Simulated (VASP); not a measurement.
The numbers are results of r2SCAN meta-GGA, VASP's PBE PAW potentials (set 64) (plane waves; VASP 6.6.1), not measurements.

Input for VASP

### INCAR
```
SYSTEM = Si3N4
PREC = Accurate
ENCUT = 520
EDIFF = 1E-6
NELM = 100
ALGO = Normal
LREAL = Auto
LASPH = .TRUE.
ISMEAR = 0
SIGMA = 0.05
METAGGA = R2SCAN
LMIXTAU = .TRUE.
LWAVE = .FALSE.
LCHARG = .FALSE.
IBRION = 2
ISIF = 3
NSW = 60
EDIFFG = -0.02
```

### POSCAR
```
Si3N4
1
    7.6267126096     0.0000000031     0.0000000000
   -3.8133563075     6.6049270431     0.0000000000
    0.0000000000    -0.0000000000     2.9137828033
Si N
6 8
Direct
  0.2312521183   0.8250932811   0.7500000000
  0.7687478817   0.1749067189   0.2500000000
  0.4061588372   0.2312521183   0.2500000000
  0.5938411628   0.7687478817   0.7500000000
  0.1749067189   0.4061588372   0.7500000000
  0.8250932811   0.5938411628   0.2500000000
  0.3333330000   0.6666670000   0.7500000000
  0.6666670000   0.3333330000   0.2500000000
  0.9692464583   0.6698348519   0.7500000000
  0.0307535417   0.3301651481   0.2500000000
  0.2994116063   0.9692464583   0.2500000000
  0.7005883937   0.0307535417   0.7500000000
  0.3301651481   0.2994116063   0.7500000000
  0.6698348519   0.7005883937   0.2500000000
```

KPOINTS:
```
Automatic mesh
0
Gamma
3 3 7
0 0 0
```

POTCAR, in this order: Si N (PBE.64 set). Program: vasp_std.

Output of the run:

### OUTCAR
```
 ion  position               nearest neighbor table
   1  0.231  0.825  0.750-   7 1.73   9 1.74  11 1.74  11 1.74   4 3.00   5 3.00   6 3.06   6 3.06
                             3 3.06   3 3.06
   2  0.769  0.175  0.250-   8 1.73  10 1.74  12 1.74  12 1.74   3 3.00   6 3.00   5 3.06   5 3.06
                             4 3.06   4 3.06
   3  0.406  0.231  0.250-   8 1.73  11 1.74  13 1.74  13 1.74   2 3.00   6 3.00   5 3.06   5 3.06
                             1 3.06   1 3.06
   4  0.594  0.769  0.750-   7 1.73  12 1.74  14 1.74  14 1.74   1 3.00   5 3.00   6 3.06   6 3.06
                             2 3.06   2 3.06
   5  0.175  0.406  0.750-   7 1.73  13 1.74  10 1.74  10 1.74   4 3.00   1 3.00   3 3.06   3 3.06
                             2 3.06   2 3.06
   6  0.825  0.594  0.250-   8 1.73  14 1.74   9 1.74   9 1.74   3 3.00   2 3.00   4 3.06   4 3.06
                             1 3.06   1 3.06
   7  0.333  0.667  0.750-   1 1.73   5 1.73   4 1.73
   8  0.667  0.333  0.250-   2 1.73   6 1.73   3 1.73
   9  0.969  0.670  0.750-   1 1.74   6 1.74   6 1.74
  10  0.031  0.330  0.250-   2 1.74   5 1.74   5 1.74
  11  0.299  0.969  0.250-   3 1.74   1 1.74   1 1.74
  12  0.701  0.031  0.750-   4 1.74   2 1.74   2 1.74
  13  0.330  0.299  0.750-   5 1.74   3 1.74   3 1.74
  14  0.670  0.701  0.250-   6 1.74   4 1.74   4 1.74
  LATTYP: Found a hexagonal cell.
 ALAT       =     7.6267126096
 C/A-ratio  =     0.3820496395
 Subroutine PRICEL returns:
 Original cell was already a primitive cell.
 Subroutine GETGRP returns: Found 12 space group operations
The static configuration has the point symmetry S_6 .
 The point group associated with its full space group is C_6h.
The dynamic configuration has the point symmetry S_6 .
 Subroutine INISYM returns: Found 12 space group operations
 Subroutine IBZKPT returns following result:
 Found     12 irreducible k-points:

 Following reciprocal coordinates:
            Coordinates               Weight
  0.000000  0.000000  0.000000      1.000000
  0.333333 -0.000000  0.000000      6.000000
  0.333333  0.333333  0.000000      2.000000
  0.000000  0.000000  0.142857      2.000000
  0.333333 -0.000000  0.142857     12.000000
  0.333333  0.333333  0.142857      4.000000
  0.000000  0.000000  0.285714      2.000000
  0.333333 -0.000000  0.285714     12.000000
  0.333333  0.333333  0.285714      4.000000
  0.000000  0.000000  0.428571      2.000000
  0.333333 -0.000000  0.428571     12.000000
  0.333333  0.333333  0.428571      4.000000
   k-points           NKPTS =     12   k-points in BZ     NKDIM =     12   number of bands    NBANDS=     40
   number of dos      NEDOS =    301   number of ions     NIONS =     14
   total plane-waves  NPLWV =  86400
   dimension x,y,z NGX =    60 NGY =   60 NGZ =   24
   dimension x,y,z NGXF=   120 NGYF=  120 NGZF=   48
   ions per type =               6   8
   PREC   = accura    normal or accurate (medium, high low for compatibility)
   ISTART =      0    job   : 0-new  1-cont  2-samecut
   ICHARG =      2    charge: 1-file 2-atom 10-const
   ISPIN  =      1    spin polarized calculation?
   LNONCOLLINEAR =      F non collinear calculations
   LSORBIT =      F    spin-orbit coupling
   INIWAV =      1    electr: 0-lowe 1-rand  2-diag
   ENCUT  =  520.0 eV  38.22 Ry    6.18 a.u.  14.18 14.18  5.42*2*pi/ulx,y,z
   NELM   =    100;   NELMIN=  2; NELMDL= -5     # of ELM steps
   EDIFF  = 0.1E-05   stopping-criterion for ELM
   LREAL  =      T    real-space projection
   NLSPLINE    = F    spline interpolate recip. space projectors
   LMAXMIX     =    2 max onsite mixed and CHGCAR
   VOSKOWN=      0    Vosko Wilk Nusair interpolation
   EDIFFG = -.2E-01   stopping-criterion for IOM
   NSW    =     60    number of steps for IOM
   NBLOCK =      1;   KBLOCK =     60    inner block; outer block
   IBRION =      2    ionic relax: 0-MD 1-quasi-New 2-CG
   NFREE  =      1    steps in history (QN), initial steepest desc. (CG)
   ISIF   =      3    stress and relaxation
   ISYM   =      2    0-nonsym 1-usesym 2-fastsym
...
```

File OSZICAR:
```
       N       E                     dE             d eps       ncg     rms          rms(c)
DAV:   1     0.282041401152E+03    0.28204E+03   -0.32839E+04   960   0.152E+03
DAV:   2    -0.151607996806E+03   -0.43365E+03   -0.41740E+03  1256   0.312E+02
DAV:   3    -0.177173323109E+03   -0.25565E+02   -0.25432E+02  1152   0.842E+01
DAV:   4    -0.177655619362E+03   -0.48230E+00   -0.48113E+00  1216   0.119E+01
DAV:   5    -0.177664724170E+03   -0.91048E-02   -0.91019E-02  1112   0.165E+00    0.302E+01
DAV:   6    -0.150279899538E+03    0.27385E+02   -0.55051E+01  1120   0.315E+01    0.167E+01
DAV:   7    -0.142159089491E+03    0.81208E+01   -0.27704E+00  1136   0.990E+00    0.688E+00
DAV:   8    -0.147833086070E+03   -0.56740E+01   -0.51903E+00  1088   0.110E+01    0.389E+00
DAV:   9    -0.143599497025E+03    0.42336E+01   -0.18011E+00  1016   0.852E+00    0.358E-01
DAV:  10    -0.144144860065E+03   -0.54536E+00   -0.52933E-01  1064   0.474E+00    0.591E-01
DAV:  11    -0.144113376745E+03    0.31483E-01   -0.20295E-02  1112   0.106E+00    0.622E-01
DAV:  12    -0.144106525615E+03    0.68511E-02   -0.51953E-03  1056   0.526E-01    0.516E-01
DAV:  13    -0.144140649077E+03   -0.34123E-01   -0.59537E-02   976   0.162E+00    0.225E-01
DAV:  14    -0.144158863746E+03   -0.18215E-01   -0.59668E-03  1008   0.619E-01    0.225E-01
DAV:  15    -0.144159848198E+03   -0.98445E-03   -0.31499E-04  1152   0.137E-01    0.196E-01
DAV:  16    -0.144159989726E+03   -0.14153E-03   -0.70481E-04  1112   0.169E-01    0.280E-02
DAV:  17    -0.144160162820E+03   -0.17309E-03   -0.15889E-04  1120   0.879E-02    0.715E-02
DAV:  18    -0.144160129858E+03    0.32962E-04   -0.23206E-05  1112   0.416E-02    0.315E-02
DAV:  19    -0.144160144153E+03   -0.14295E-04   -0.40666E-05  1112   0.475E-02    0.950E-03
DAV:  20    -0.144160159503E+03   -0.15350E-04   -0.38290E-06  1008   0.164E-02    0.834E-03
DAV:  21    -0.144160168837E+03   -0.93336E-05   -0.33025E-06   888   0.161E-02    0.481E-03
DAV:  22    -0.144160169991E+03   -0.11543E-05   -0.10047E-06   728   0.786E-03    0.329E-03
DAV:  23    -0.144160170134E+03   -0.14267E-06   -0.45073E-07   704   0.380E-03
   1 F= -.14416017E+03 E0= -.14416017E+03  d E =-.144160E+03
       N       E                     dE             d eps       ncg     rms          rms(c)
DAV:   1    -0.144209468350E+03   -0.49298E-01   -0.19346E+00  1096   0.809E+00    0.209E+00
DAV:   2    -0.144145377562E+03    0.64091E-01   -0.19258E-01  1072   0.211E+00    0.714E-01
DAV:   3    -0.144146998512E+03   -0.16210E-02   -0.33107E-02  1024   0.870E-01    0.222E-01
DAV:   4    -0.144146632234E+03    0.36628E-03   -0.42989E-03  1016   0.458E-01    0.100E-01
DAV:   5    -0.144146960886E+03   -0.32865E-03   -0.12169E-03   992   0.328E-01    0.492E-02
DAV:   6    -0.144143874314E+03    0.30866E-02   -0.18769E-03   976   0.426E-01    0.512E-02
DAV:   7    -0.144147978028E+03   -0.41037E-02   -0.79991E-04   976   0.279E-01    0.128E-02
DAV:   8    -0.144147963295E+03    0.14733E-04   -0.23964E-05  1136   0.367E-02    0.427E-03
DAV:   9    -0.144148044452E+03   -0.81157E-04   -0.20299E-05  1024   0.457E-02    0.261E-03
DAV:  10    -0.144148047799E+03   -0.33473E-05   -0.66607E-07   768   0.663E-03    0.215E-03
DAV:  11    -0.144148047071E+03    0.72786E-06   -0.31529E-07   704   0.406E-03
   2 F= -.14414805E+03 E0= -.14414805E+03  d E =0.121231E-01
       N       E                     dE             d eps       ncg     rms          rms(c)
DAV:   1    -0.144191365330E+03   -0.43318E-01   -0.68935E-01  1088   0.478E+00    0.124E+00
DAV:   2    -0.144169688136E+03    0.21677E-01   -0.69929E-02  1072   0.126E+00    0.423E-01
DAV:   3    -0.144169836230E+03   -0.14809E-03   -0.11468E-02  1104   0.495E-01    0.138E-01
DAV:   4    -0.144169744822E+03    0.91408E-04   -0.15813E-03  1008   0.267E-01    0.593E-02
DAV:   5    -0.144169734216E+03    0.10607E-04   -0.44932E-04   992   0.194E-01    0.280E-02
DAV:   6    -0.144168187508E+03    0.15467E-02   -0.68860E-04   976   0.259E-01    0.302E-02
DAV:   7    -0.144170076290E+03   -0.18888E-02   -0.28611E-04   976   0.166E-01    0.799E-03
DAV:   8    -0.144170069943E+03    0.63471E-05   -0.60081E-06  1112   0.180E-02    0.343E-03
DAV:   9    -0.144170105209E+03   -0.35267E-04   -0.85357E-06  1048   0.296E-02    0.178E-03
DAV:  10    -0.144170106706E+03   -0.14969E-05   -0.43186E-07   752   0.524E-03    0.130E-03
DAV:  11    -0.144170106200E+03    0.50622E-06   -0.13632E-07   688   0.279E-03
   3 F= -.14417011E+03 E0= -.14417011E+03  d E =-.993607E-02
```

OUTCAR:
```
------------------------ aborting loop because EDIFF is reached ----------------------------------------
  FORCE on cell =-STRESS in cart. coord.  units (eV):
  Direction    XX          YY          ZZ          XY          YZ          ZX
  --------------------------------------------------------------------------------------
  Total       -0.0473966     -0.0473966      0.0529608      0.0000009      0.0000000      0.0000000
  in kB       -0.5220480     -0.5220480      0.5833346      0.0000103      0.0000000      0.0000000
  external PRESSURE =      -0.1535871 kB  Pullay stress =       0.0000000 kB
  volume of cell :      145.46
      direct lattice vectors                 reciprocal lattice vectors
     7.604631242 -0.000000008  0.000000000     0.131498815  0.075920874  0.000000000
    -3.802315614  6.585804022  0.000000000     0.000000000  0.151841749  0.000000000
     0.000000000 -0.000000000  2.904429130     0.000000000  0.000000000  0.344301739
 POSITION                                       TOTAL-FORCE (eV/Angst)
 -----------------------------------------------------------------------------------
     -1.37934      5.43358      2.17832        -0.010120     -0.013423      0.000000
      5.18166      1.15223      0.72611         0.010120      0.013423      0.000000
      2.20935      1.52224      0.72611         0.006565     -0.015475      0.000000
      1.59297      5.06356      2.17832        -0.006565      0.015475     -0.000000
     -0.21363      2.67447      2.17832         0.016684     -0.002053     -0.000000
      4.01595      3.91133      0.72611        -0.016684      0.002053      0.000000
     -0.00000      4.39054      2.17832         0.000000      0.000000     -0.000000
      3.80232      2.19527      0.72611         0.000000      0.000000     -0.000000
      4.82361      4.41129      2.17832        -0.001520      0.000013     -0.000000
     -1.02129      2.17452      0.72611         0.001520     -0.000013      0.000000
     -1.40848      6.38301      0.72611        -0.000772     -0.001310      0.000000
      5.21080      0.20279      2.17832         0.000772      0.001310      0.000000
      1.37254      1.97173      2.17832         0.000749     -0.001323     -0.000000
      2.42978      4.61408      0.72611        -0.000749      0.001323     -0.000000
 -----------------------------------------------------------------------------------
    total drift:                                0.000000      0.000000      0.000000
  FREE ENERGIE OF THE ION-ELECTRON SYSTEM (eV)
  ---------------------------------------------------
  free  energy   TOTEN  =      -144.1701061997 eV

  energy  without entropy=     -144.1701061997  energy(sigma->0) =     -144.17010620

 reached required accuracy - stopping structural energy minimisation
```
(Selected blocks of OUTCAR.)

**CONTCAR**
```
Si3N4
   1.00000000000000
     7.6046312422211244   -0.0000000079948582    0.0000000000000000
    -3.8023156142019996    6.5858040220063963    0.0000000000000000
     0.0000000000000000   -0.0000000000000000    2.9044291302688769
  Si              N
     6     8
Direct
     0.2311403133687946    0.8250438512473784    0.7500000000000000
     0.7688596866312054    0.1749561487526216    0.2500000000000000
     0.4060964621214709    0.2311403133688461    0.2500000000000000
     0.5939035378785290    0.7688596866311540    0.7500000000000000
     0.1749561487526692    0.4060964621214748    0.7500000000000000
     0.8250438512473308    0.5939035378785251    0.2500000000000000
     0.3333330000000032    0.6666669999999968    0.7500000000000000
     0.6666669999999968    0.3333330000000032    0.2500000000000000
     0.9692077607987009    0.6698174144122792    0.7500000000000000
     0.0307922392012992    0.3301825855877209    0.2500000000000000
     0.2993903462864365    0.9692077607987185    0.2500000000000000
     0.7006096537135635    0.0307922392012815    0.7500000000000000
     0.3301825855877374    0.2993903462864376    0.7500000000000000
     0.6698174144122625    0.7006096537135624    0.2500000000000000
```

**OUTCAR**
```
 val. band max:        6.5344127374   @ k =   0.0000   0.0000   0.1429

 cond. band min:      11.5314106073   @ k =   0.0000   0.0000   0.0000


 Fermi energy:         6.8159834333

 k-point     1 :       0.0000    0.0000    0.0000
  band No.  band energies     occupation
      1     -12.5814      2.00000
      2     -11.1079      2.00000
      3     -11.1079      2.00000
      4     -10.4488      2.00000
      5     -10.3192      2.00000
      6     -10.3191      2.00000
      7      -9.0925      2.00000
      8      -8.7934      2.00000
      9      -1.7648      2.00000
     10      -1.7647      2.00000
     11      -1.7002      2.00000
     12      -1.0158      2.00000
     13      -1.0158      2.00000
     14       0.5447      2.00000
     15       0.5447      2.00000
     16       1.4209      2.00000
     17       1.8130      2.00000
     18       2.3561      2.00000
     19       2.3562      2.00000
     20       2.5224      2.00000
     21       2.5225      2.00000
     22       3.1078      2.00000
     23       3.1079      2.00000
     24       3.1348      2.00000
     25       3.6621      2.00000
     26       4.9362      2.00000
     27       4.9363      2.00000
     28       5.2241      2.00000
     29       5.2241      2.00000
     30       6.0680      2.00000
     31       6.1217      2.00000
     32       6.3308      2.00000
     33      11.5314      0.00000
     34      11.8083      0.00000
     35      12.1084      0.00000
     36      12.1085      0.00000
     37      12.4453      0.00000
     38      12.4453      0.00000
     39      13.1108      0.00000
     40      14.8058      0.00000

 k-point     2 :       0.3333   -0.0000    0.0000
  band No.  band energies     occupation
      1     -12.3399      2.00000
      2     -11.6454      2.00000
      3     -11.2401      2.00000
      4     -10.8184      2.00000
      5     -10.0074      2.00000
      6      -9.5453      2.00000
      7      -9.0511      2.00000
      8      -8.9558      2.00000
...
```

The structure comes from a computed database's Si3N4 entry (P6_3/m); how it stands against other phases isn't given here. This run relaxes it. Symmetry was kept, so distortions that lower it aren't found. The start is the result of an earlier pass.
